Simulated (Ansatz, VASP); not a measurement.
**GeBMo3 (Mo3GeB antiperovskite): VASP beside Ansatz**

One calculation is typed for both programs; each brings its own data sets. How far apart do they land? The cell is generated by rule, not measured, and may not be a known phase. The cell is taken from a series of runs on this material, whose earlier steps may have relaxed, scaled, displaced or heated it; both programs get it as it stands.

Main program and level: Ansatz 0.2.0; plane waves, with VASP 6.6.1 beside it; zone-centre phonons at PBE.

The structure was built from a prototype and need not be the compound's stable phase.

### Step 1. Starting point

Symmetry: Pm-3m, No. 221, cubic system. Conventional cell: a = 4.184 Å, b = 4.184 Å, c = 4.184 Å, α = 90.00°, β = 90.00°, γ = 90.00°. Nearest to Ge lie 12 Mo at 2.96 Å. Mo has 2 B at 2.09 Å and 8 Mo at 2.96 Å and 4 Ge at 2.96 Å nearest. Nearest to B lie 6 Mo at 2.09 Å. Farther neighbours are not listed.

### Step 2. VASP: zone-centre phonons, PBE

Second derivatives magnify differences that forces hide, and they need a tight electronic threshold.

Lines of VASP's logs that name or quote its potential files are left out, and so is its time.

File INCAR:

```
SYSTEM = GeBMo3
PREC = Accurate
ENCUT = 500
EDIFF = 1E-08
NELM = 120
ISMEAR = 1
SIGMA = 0.2
LREAL = .FALSE.
ALGO = Normal
GGA = PE
NBANDS = 36
LASPH = .TRUE.
LORBIT = 11
LWAVE = .FALSE.
LCHARG = .FALSE.
ISIF = 2
IBRION = 8
GGA_COMPAT = .FALSE.
KPAR = 2
```

File POSCAR:

```
GeBMo3
1.0
    4.1842482805      0.0000000000      0.0000000000
    0.0000000000      4.1842482805      0.0000000000
    0.0000000000      0.0000000000      4.1842482805
Ge Mo B
1 3 1
Direct
    0.0000000000      0.0000000000      0.0000000000
    0.5000000000      0.5000000000      0.0000000000
    0.5000000000      0.0000000000      0.5000000000
    0.0000000000      0.5000000000      0.5000000000
    0.5000000000      0.5000000000      0.5000000000
```

File KPOINTS:

```
Automatic mesh
0
Gamma
4 4 4
0 0 0
```

The projector-augmented-wave data sets are Ge_d, Mo_sv and B (PBE family, release 64).

On the command line:

```
$ mpirun -np 2 vasp_std
```

Numbers of over 12 decimals in the logs are rounded to 6 here.

Output:

```text
[banner, memory and clock lines left out]
running    2 mpi-ranks, on    1 nodes
 distrk:  each k-point on    1 cores,    2 groups
 distr:  one band on    1 cores,    1 groups

 POSCAR found type information on POSCAR GeMoB
 POSCAR found :  3 types and       5 ions
 LDA part: xc-table for (Slater+PW92), standard interpolation
 POSCAR, INCAR and KPOINTS ok, starting setup
 FFT: planning ... GRIDC
 FFT: planning ... GRID_SOFT
 FFT: planning ... GRID
 WAVECAR not read
 entering main loop
       N       E                     dE             d eps       ncg     rms          rms(c)
DAV:   1     0.686126441380E+03    0.68613E+03   -0.32927E+04   992   0.298E+03
DAV:   2     0.124419426618E+02   -0.67368E+03   -0.65984E+03   764   0.794E+02
DAV:   3    -0.467692699031E+02   -0.59211E+02   -0.56858E+02   844   0.158E+02
DAV:   4    -0.494824887005E+02   -0.27132E+01   -0.26648E+01   916   0.333E+01
DAV:   5    -0.495387229811E+02   -0.56234E-01   -0.56013E-01   876   0.505E+00    0.353E+01
DAV:   6    -0.426861451291E+02    0.68526E+01   -0.36765E+01   780   0.260E+01    0.538E+00
DAV:   7    -0.427637970773E+02   -0.77652E-01   -0.16706E+00   904   0.567E+00    0.266E+00
DAV:   8    -0.427345742225E+02    0.29223E-01   -0.30530E-01   812   0.225E+00    0.817E-01
DAV:   9    -0.427229132651E+02    0.11661E-01   -0.43467E-02   836   0.874E-01    0.212E-01
DAV:  10    -0.427225160407E+02    0.39722E-03   -0.90636E-03   872   0.377E-01    0.128E-01
DAV:  11    -0.427225231735E+02   -0.71328E-05   -0.50479E-04   864   0.130E-01    0.248E-02
DAV:  12    -0.427225260264E+02   -0.28528E-05   -0.23595E-05   840   0.357E-02    0.172E-02
DAV:  13    -0.427225219767E+02    0.40496E-05   -0.14155E-05   860   0.169E-02    0.293E-03
DAV:  14    -0.427225218488E+02    0.12796E-06   -0.81787E-07   880   0.386E-03    0.432E-04
DAV:  15    -0.427225218340E+02    0.14799E-07   -0.13022E-08   548   0.960E-04    0.267E-04
DAV:  16    -0.427225218128E+02    0.21169E-07   -0.19037E-09   452   0.305E-04    0.711E-05
DAV:  17    -0.427225218075E+02    0.53551E-08   -0.52158E-10   456   0.170E-04
   1 F= -.42722522E+02 E0= -.42724956E+02  d E =0.730288E-02
 Linear response reoptimize wavefunctions to high precision
DAV:   1    -0.427225218053E+02    0.21719E-08   -0.26942E-10   448   0.113E-04
DAV:   2    -0.427225218053E+02   -0.32742E-10   -0.11547E-10   440   0.633E-05
 Linear response DOF=           4
 Linear response progress:
  Degree of freedom:   1/  4
       N       E                     dE             d eps       ncg     rms          rms(c)
RMM:   1    -0.190780994923E+00   -0.19078E+00    0.80499E+00  1615   0.385E+01
RMM:   2    -0.195930426279E+00   -0.51494E-02   -0.13331E-02  2216   0.418E-01    0.403E-02
RMM:   3    -0.195941444030E+00   -0.11018E-04   -0.71430E-04  2132   0.109E-01    0.260E-02
RMM:   4    -0.195904085909E+00    0.37358E-04   -0.11634E-04  2293   0.499E-02    0.591E-03
RMM:   5    -0.195884598928E+00    0.19487E-04   -0.13976E-05  2363   0.159E-02    0.476E-03
RMM:   6    -0.195879121833E+00    0.54771E-05   -0.41045E-06  2441   0.664E-03    0.357E-03
RMM:   7    -0.195874758539E+00    0.43633E-05   -0.27406E-06  2442   0.370E-03    0.830E-04
RMM:   8    -0.195872113433E+00    0.26451E-05    0.21135E-06  2586   0.163E-03    0.203E-04
RMM:   9    -0.195872191711E+00   -0.78278E-07   -0.18130E-06  2575   0.797E-04    0.840E-05
RMM:  10    -0.195872325222E+00   -0.13351E-06   -0.11122E-06  2617   0.495E-04    0.226E-05
RMM:  11    -0.195872333577E+00   -0.83550E-08   -0.79670E-07  2720   0.362E-04    0.109E-05
RMM:  12    -0.195872343683E+00   -0.10106E-07   -0.51456E-07  2706   0.296E-04    0.701E-06
RMM:  13    -0.195872323414E+00    0.20269E-07   -0.18159E-07  2657   0.260E-04    0.413E-06
RMM:  14    -0.195872299487E+00    0.23927E-07   -0.32704E-07  2755   0.232E-04    0.256E-06
[...]
RMM:  19    -0.195872291958E+00   -0.11016E-07   -0.12479E-07  2130   0.179E-04    0.306E-06
RMM:  20    -0.195872283333E+00    0.86243E-08   -0.14513E-07  2154   0.175E-04    0.405E-06
RMM:  21    -0.195872297332E+00   -0.13998E-07   -0.13159E-07  1693   0.171E-04    0.416E-06
RMM:  22    -0.195872262342E+00    0.34990E-07   -0.13215E-07  2578   0.170E-04    0.333E-06
RMM:  23    -0.195872272544E+00   -0.10202E-07   -0.16101E-07  2361   0.167E-04    0.279E-06
RMM:  24    -0.195872249469E+00    0.23075E-07   -0.13652E-07  2335   0.166E-04    0.289E-06
RMM:  25    -0.195872266125E+00   -0.16656E-07   -0.16468E-07  1678   0.164E-04    0.259E-06
RMM:  26    -0.195872252379E+00    0.13746E-07   -0.12865E-07  1673   0.163E-04    0.342E-06
[...]
RMM:   1    -0.817003937239E+00   -0.81700E+00    0.38519E+00  2607   0.137E+01
RMM:   2    -0.620076372672E+00    0.19693E+00   -0.28400E-01  3471   0.231E+00    0.144E-01
RMM:   3    -0.620975070521E+00   -0.89870E-03   -0.70543E-03  3751   0.311E-01    0.842E-02
RMM:   4    -0.620356935599E+00    0.61813E-03   -0.10771E-03  3970   0.101E-01    0.281E-02
RMM:   5    -0.620245169192E+00    0.11177E-03   -0.18108E-04  4101   0.383E-02    0.186E-02
RMM:   6    -0.620239493059E+00    0.56761E-05   -0.83837E-05  3629   0.195E-02    0.685E-03
RMM:   7    -0.620253223181E+00   -0.13730E-04   -0.27893E-05  4129   0.102E-02    0.193E-03
RMM:   8    -0.620270081020E+00   -0.16858E-04   -0.14964E-05  4079   0.484E-03    0.110E-03
RMM:   9    -0.620273200466E+00   -0.31194E-05   -0.62895E-06  4073   0.253E-03    0.514E-04
RMM:  10    -0.620275725052E+00   -0.25246E-05   -0.48321E-06  4327   0.150E-03    0.242E-04
RMM:  11    -0.620277581334E+00   -0.18563E-05   -0.16392E-06  4238   0.102E-03    0.519E-05
RMM:  12    -0.620278255995E+00   -0.67466E-06   -0.90449E-07  4366   0.724E-04    0.362E-05
RMM:  13    -0.620278946666E+00   -0.69067E-06    0.66705E-07  4141   0.591E-04    0.184E-05
RMM:  14    -0.620279326504E+00   -0.37984E-06    0.75012E-07  4276   0.491E-04    0.770E-06
[...]
RMM:  21    -0.620279668285E+00    0.71976E-07    0.15607E-06  4241   0.313E-04    0.130E-05
RMM:  22    -0.620279748845E+00   -0.80559E-07    0.18873E-06  4238   0.309E-04    0.894E-06
RMM:  23    -0.620279747174E+00    0.16707E-08    0.17446E-06  3632   0.303E-04    0.102E-05
RMM:  24    -0.620279837388E+00   -0.90214E-07    0.18281E-06  4565   0.303E-04    0.576E-06
RMM:  25    -0.620279850018E+00   -0.12630E-07    0.19760E-06  4099   0.299E-04    0.512E-06
RMM:  26    -0.620279850817E+00   -0.79909E-09    0.19944E-06  3765   0.298E-04    0.469E-06
RMM:  27    -0.620279853915E+00   -0.30977E-08    0.20389E-06  3040   0.298E-04    0.471E-06
RMM:  28    -0.620279845384E+00    0.85307E-08    0.21977E-06  3103   0.296E-04    0.477E-06
 first order change of Fermi-energy  -0.63484E-04
 force on displaced ion       2 direction 1 :  -0.326   0.000   0.000
 Linear response progress:
  Degree of freedom:   3/  4
       N       E                     dE             d eps       ncg     rms          rms(c)
RMM:   1    -0.806564523181E+00   -0.80656E+00    0.49377E+00  1756   0.146E+01
RMM:   2    -0.607087364811E+00    0.19948E+00   -0.31111E-01  2336   0.243E+00    0.179E-01
RMM:   3    -0.607137744693E+00   -0.50380E-04   -0.96668E-03  2415   0.372E-01    0.932E-02
RMM:   4    -0.605818571585E+00    0.13192E-02   -0.12682E-03  2456   0.158E-01    0.291E-02
RMM:   5    -0.605645894280E+00    0.17268E-03   -0.27074E-04  2734   0.499E-02    0.278E-02
RMM:   6    -0.605595831005E+00    0.50063E-04   -0.59439E-05  2407   0.237E-02    0.132E-02
RMM:   7    -0.605538339573E+00    0.57491E-04   -0.38145E-05  2575   0.145E-02    0.256E-03
RMM:   8    -0.605523901987E+00    0.14438E-04   -0.50338E-06  2702   0.571E-03    0.922E-04
RMM:   9    -0.605527133932E+00   -0.32319E-05   -0.59601E-06  2637   0.294E-03    0.306E-04
RMM:  10    -0.605529310932E+00   -0.21770E-05   -0.38621E-06  2815   0.170E-03    0.118E-04
RMM:  11    -0.605531966588E+00   -0.26557E-05   -0.20162E-06  2674   0.115E-03    0.616E-05
RMM:  12    -0.605532636022E+00   -0.66943E-06   -0.19966E-06  2775   0.799E-04    0.564E-05
RMM:  13    -0.605531948665E+00    0.68736E-06   -0.91818E-07  2574   0.613E-04    0.122E-04
RMM:  14    -0.605533618422E+00   -0.16698E-05   -0.82351E-07  2762   0.566E-04    0.444E-05
[...]
RMM:  46    -0.605534706043E+00    0.15369E-08   -0.21101E-07  1738   0.273E-04    0.139E-06
RMM:  47    -0.605534707772E+00   -0.17296E-08   -0.43587E-07  1741   0.273E-04    0.106E-06
RMM:  48    -0.605534704435E+00    0.33369E-08   -0.25905E-07  1769   0.273E-04    0.131E-06
RMM:  49    -0.605534702331E+00    0.21040E-08   -0.46781E-07  1874   0.273E-04    0.989E-07
RMM:  50    -0.605534697199E+00    0.51324E-08   -0.18812E-07  2246   0.273E-04    0.111E-06
RMM:  51    -0.605534701205E+00   -0.40058E-08   -0.52332E-07  1850   0.273E-04    0.861E-07
RMM:  52    -0.605534697927E+00    0.32780E-08   -0.19685E-07  2039   0.273E-04    0.902E-07
RMM:  53    -0.605534689638E+00    0.82890E-08   -0.44320E-07  2453   0.273E-04    0.981E-07
 first order change of Fermi-energy  -0.18414E-03
 force on displaced ion       2 direction 3 :  -0.000   0.000 -23.682
 Linear response progress:
  Degree of freedom:   4/  4
       N       E                     dE             d eps       ncg     rms          rms(c)
RMM:   1    -0.538178596512E-01   -0.53818E-01    0.27290E-02  2471   0.107E+00
RMM:   2    -0.495538312917E-01    0.42640E-02   -0.67946E-03  2391   0.225E-01    0.160E-01
RMM:   3    -0.492110302736E-01    0.34280E-03   -0.23482E-03  2086   0.159E-01    0.735E-02
RMM:   4    -0.496904610817E-01   -0.47943E-03   -0.98765E-04  2384   0.959E-02    0.185E-02
RMM:   5    -0.497486602206E-01   -0.58199E-04   -0.12583E-04  2368   0.372E-02    0.209E-02
RMM:   6    -0.497686273047E-01   -0.19967E-04    0.10401E-05  2238   0.164E-02    0.549E-03
RMM:   7    -0.498321864125E-01   -0.63559E-04   -0.68112E-06  2455   0.105E-02    0.287E-03
RMM:   8    -0.498144467464E-01    0.17740E-04   -0.25668E-06  2294   0.450E-03    0.590E-04
RMM:   9    -0.498148560545E-01   -0.40931E-06    0.22580E-07  2529   0.139E-03    0.152E-04
RMM:  10    -0.498148210621E-01    0.34992E-07    0.32577E-06  2468   0.526E-04    0.519E-05
RMM:  11    -0.498146231180E-01    0.19794E-06    0.99242E-07  2615   0.277E-04    0.303E-05
RMM:  12    -0.498148217241E-01   -0.19861E-06   -0.36091E-07  2566   0.202E-04    0.785E-06
RMM:  13    -0.498148301893E-01   -0.84652E-08    0.11753E-06  2630   0.171E-04    0.732E-06
RMM:  14    -0.498148233872E-01    0.68021E-08    0.64458E-07  2523   0.165E-04    0.364E-06
RMM:  15    -0.498148308777E-01   -0.74905E-08    0.49028E-07  2498   0.160E-04    0.335E-06
RMM:  16    -0.498148307955E-01    0.82145E-10    0.53269E-07  2080   0.158E-04    0.276E-06
RMM:  17    -0.498148272591E-01    0.35365E-08    0.77877E-07  1654   0.158E-04    0.276E-06
RMM:  18    -0.498148327952E-01   -0.55362E-08    0.61468E-07  1559   0.157E-04    0.223E-06
RMM:  19    -0.498148257399E-01    0.70553E-08    0.76971E-07  1411   0.158E-04    0.265E-06
 first order change of Fermi-energy  -0.97255E-04
 force on displaced ion       5 direction 1 : -19.652   0.000  -0.000
 Linear response finished
```

(Part 1 of 3 ends here.)

[Lines on the potential files, build, host, timing and source positions are cut from VASP's logs without a mark.]

[Logs are printed without paths, hosts, clocks, repeated set-up lines and the standing remarks that a program may print on its own settings, such as how far it seeks lower states.]

[Hosts, paths, dates, database ids (printed as entryN), source tags and the programs' standing remarks are cut or masked in the printed files.]
